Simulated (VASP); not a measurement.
The system is CoO.

```
Co O
1.0
     0.00000    2.12187    2.12187
     2.12187    0.00000    2.12187
     2.12187    2.12187    0.00000
Co O
1 1
Direct
  0.00000 0.00000 0.00000
  0.50000 0.50000 0.50000
```

The cell was built by a generator and needn't be a form met in nature.

Base run:

- Program: VASP 6.6.1
- Functional: PBE
- Potentials or basis: VASP PAW PBE potentials, release 64 (Co, O)
- Cutoff: 520 eV
- k mesh: 12 × 12 × 12
- Occupations: gaussian, width 0.03 eV
- Spin: collinear spin, ferromagnetic start
- Starting moments: [3.0, 0.0] μB
- Hubbard terms: Co d U = 3.32 eV

Its results: pressure 0.3 GPa; net moment 3.00 μB per cell; site moments Co +2.73; O +0.26 μB.

Problem. The run is repeated on the same cell with these changes: functional from PBE to r2SCAN. What comes out?

Solution. Pressure -5.2 GPa; net moment 3.00 μB per cell; site moments Co +2.79; O +0.23 μB.

Caveats: a cell with one magnetic atom can't hold antiferromagnetic order, which such compounds often take; the PAW data sets were made with another functional, which shifts forces and pressure a little (some runs).
